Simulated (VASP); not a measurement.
Method: PBE GGA, VASP's PBE PAW potentials (set 64) (plane waves; VASP).

VASP ran on this input.

POSCAR:
```
CoGe
1
    2.8699690000     0.0000000000     0.0000000000
    0.0000000000     2.8699690000     0.0000000000
    0.0000000000     0.0000000000     2.8699690000
Co Ge
1 1
Direct
  0.0000000000   0.0000000000   0.0000000000
  0.5000000000   0.5000000000   0.5000000000
```

File KPOINTS:
```
Regular mesh
0
Gamma
  11 11 11
0 0 0
```

### INCAR
```
SYSTEM = CoGe
PREC = Accurate
ENCUT = 520
EDIFF = 1E-6
NELM = 100
ALGO = Normal
LREAL = .FALSE.
LASPH = .TRUE.
ISMEAR = 1
SIGMA = 0.1
GGA = PE
LMAXMIX = 4
ISPIN = 2
MAGMOM = 3.0 0.0
LORBIT = 10
LWAVE = .FALSE.
LCHARG = .FALSE.
ISIF = 2
```

POTCAR, in this order: Co Ge_d (PBE.64 set). Program: vasp_std.

What VASP printed:

**OUTCAR**
```
 ion  position               nearest neighbor table
   1  0.000  0.000  0.000-   2 2.49   2 2.49   2 2.49   2 2.49   2 2.49   2 2.49   2 2.49   2 2.49
  LATTYP: Found a simple cubic cell.
 ALAT       =     2.8699690000
 Subroutine PRICEL returns:
 Original cell was already a primitive cell.
 Subroutine GETGRP returns: Found 48 space group operations
The static configuration has the point symmetry O_h .
The dynamic configuration has the point symmetry O_h .
The overall configuration has the point symmetry O_h .
 Subroutine INISYM returns: Found 48 space group operations
 Subroutine IBZKPT returns following result:
 Found     56 irreducible k-points:

 Following reciprocal coordinates:
            Coordinates               Weight
  0.000000  0.000000  0.000000      1.000000
  0.090909  0.000000  0.000000      6.000000
  0.181818  0.000000  0.000000      6.000000
  0.272727  0.000000  0.000000      6.000000
  0.363636  0.000000  0.000000      6.000000
  0.454545  0.000000  0.000000      6.000000
  0.090909  0.090909  0.000000     12.000000
  0.181818  0.090909  0.000000     24.000000
  0.272727  0.090909  0.000000     24.000000
...
```

### OSZICAR
```
       N       E                     dE             d eps       ncg     rms          rms(c)
DAV:   1     0.118325729560E+03    0.11833E+03   -0.11217E+04  4121   0.352E+03
DAV:   2    -0.166869986085E+01   -0.11999E+03   -0.11643E+03  3826   0.420E+02
DAV:   3    -0.119555132814E+02   -0.10287E+02   -0.10187E+02  4171   0.107E+02
DAV:   4    -0.121556514123E+02   -0.20014E+00   -0.19990E+00  4357   0.154E+01
DAV:   5    -0.121621721942E+02   -0.65208E-02   -0.65203E-02  5020   0.253E+00    0.135E+01
DAV:   6    -0.148694334983E+02   -0.27073E+01   -0.36759E+01  4187   0.689E+01    0.162E+01
DAV:   7    -0.115687361599E+02    0.33007E+01   -0.13048E+01  3944   0.507E+01    0.202E+00
DAV:   8    -0.115803176523E+02   -0.11581E-01   -0.33945E-01  4338   0.517E+00    0.146E+00
DAV:   9    -0.115648609924E+02    0.15457E-01   -0.59778E-02  4740   0.276E+00    0.640E-01
DAV:  10    -0.115637287290E+02    0.11323E-02   -0.13816E-03  4518   0.408E-01    0.157E-01
DAV:  11    -0.115634481196E+02    0.28061E-03   -0.10495E-03  5200   0.389E-01    0.689E-02
DAV:  12    -0.115634266532E+02    0.21466E-04   -0.73792E-05  5397   0.149E-01    0.358E-02
DAV:  13    -0.115634313829E+02   -0.47297E-05   -0.88861E-06  5357   0.396E-02    0.143E-02
DAV:  14    -0.115634287091E+02    0.26738E-05   -0.77636E-07  2140   0.177E-02    0.743E-03
DAV:  15    -0.115634276885E+02    0.10206E-05   -0.88167E-07  1982   0.179E-02    0.177E-03
DAV:  16    -0.115634275516E+02    0.13698E-06   -0.17985E-07  1955   0.368E-03
   1 F= -.11563428E+02 E0= -.11563102E+02  d E =-.977996E-03  mag=     0.7236
```

**OUTCAR**
```
------------------------ aborting loop because EDIFF is reached ----------------------------------------
  FORCE on cell =-STRESS in cart. coord.  units (eV):
  Direction    XX          YY          ZZ          XY          YZ          ZX
  --------------------------------------------------------------------------------------
  Total        1.6050170      1.6050170      1.6050170     -0.0000000     -0.0000000     -0.0000000
  in kB      108.7823920    108.7823920    108.7823920     -0.0000000     -0.0000000     -0.0000000
  external PRESSURE =     108.7823920 kB  Pullay stress =       0.0000000 kB
  volume of cell :       23.64
      direct lattice vectors                 reciprocal lattice vectors
     2.869969000  0.000000000  0.000000000     0.348435819  0.000000000  0.000000000
     0.000000000  2.869969000  0.000000000     0.000000000  0.348435819  0.000000000
     0.000000000  0.000000000  2.869969000     0.000000000  0.000000000  0.348435819
 POSITION                                       TOTAL-FORCE (eV/Angst)
 -----------------------------------------------------------------------------------
      0.00000      0.00000      0.00000         0.000000      0.000000      0.000000
      1.43498      1.43498      1.43498         0.000000      0.000000      0.000000
 -----------------------------------------------------------------------------------
    total drift:                                0.000000      0.000000     -0.000000
  FREE ENERGIE OF THE ION-ELECTRON SYSTEM (eV)
  ---------------------------------------------------
  free  energy   TOTEN  =       -11.5634275516 eV

  energy  without entropy=      -11.5624495552  energy(sigma->0) =      -11.56310155

 total charge

# of ion       s       p       d       tot
------------------------------------------
    1        0.398   0.489   7.539   8.426
    2        1.118   1.227  10.140  12.486
--------------------------------------------------
tot          1.516   1.716  17.679  20.911

 magnetization (x)

# of ion       s       p       d       tot
------------------------------------------
    1        0.010   0.000   0.722   0.732
    2        0.004   0.010  -0.010   0.004
--------------------------------------------------
tot          0.014   0.010   0.712   0.736
```
(Selected blocks of OUTCAR.)

The structure was generated: CoGe was put into the CsCl type (Pm-3m), which need not be its known phase. The cell was not relaxed at this level. The run is one of a series of settings (ENCUT = 520 against the base run), some of them coarse on purpose.
